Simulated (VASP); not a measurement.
```xyz
1
Lattice="-3.0500 3.0500 3.0500 3.0500 -3.0500 3.0500 3.0500 3.0500 -3.0500" Properties=species:S:1:pos:R:3 pbc="T T T"
Cs     0.0000     0.0000     0.0000
```

Method: PBE GGA, VASP's PBE PAW potentials (set 64) (plane waves; VASP 6.6.1). Run with 300 eV cut-off, 6×6×6 Γ-centred mesh, Fermi-Dirac smearing of 0.050 eV, potentials Cs_sv.

Give the energies of bands 5 to 7 at the high-symmetry points, in eV from the Fermi level.

```json
[
 {"band": "5", "Γ": "-1.70", "H": "0.63", "N": "0.02", "P": "0.99"},
 {"band": "6", "Γ": "2.49", "H": "0.63", "N": "0.88", "P": "0.99"},
 {"band": "7", "Γ": "2.49", "H": "3.04", "N": "1.64", "P": "0.99"}
]
```

It has no gap at this level: it comes out as a metal or semimetal.

The structure is a typed Cs crystal (Im-3m). The cell was not relaxed at this level.
